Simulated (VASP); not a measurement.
The system is MoS2.

```
CELL_PARAMETERS angstrom
3.16100 0.00000 0.00000
-1.58050 2.73751 0.00000
0.00000 0.00000 15.98350
ATOMIC_POSITIONS crystal
Mo 0.33333 0.66667 0.25000
Mo 0.66667 0.33333 0.75000
S 0.66667 0.33333 0.34791
S 0.66667 0.33333 0.15209
S 0.33333 0.66667 0.84791
S 0.33333 0.66667 0.65209
```

The cell was built by a generator and needn't be a form met in nature.

Base run:

```yaml
Program: VASP 6.6.1
Functional: PBE
Potentials_or_basis: VASP PAW PBE potentials, release 64 (Mo_sv, S)
Cutoff: 520 eV
k_mesh: 8 × 8 × 2
Occupations: fermi-dirac, width 0.05 eV
Spin: no spin polarisation
```

Its results: band gap on the k mesh 1.87 eV, indirect (least direct gap 2.05 eV); pressure 1.4 GPa; largest force 0.098 eV/Å.

Task: After a change of settings the same cell gave: band gap on the k mesh 1.87 eV, indirect (least direct gap 2.05 eV); pressure -0.8 GPa; largest force 0.026 eV/Å. Which change was it?
A. functional from PBE to vdW-DF
B. functional from PBE to optB88-vdW
C. functional from PBE to rev-vdW-DF2
D. dispersion from none to D3(BJ)

Result: D.

Dispersion adds attraction, which lowers the pressure at fixed volume and, as a term added to the energy, leaves the levels alone.

Caveats: this functional lacks dispersion, which binds the layers, so the pressure and a relaxed spacing across them are unreliable (some runs).

Not every run made on this cell is shown here.
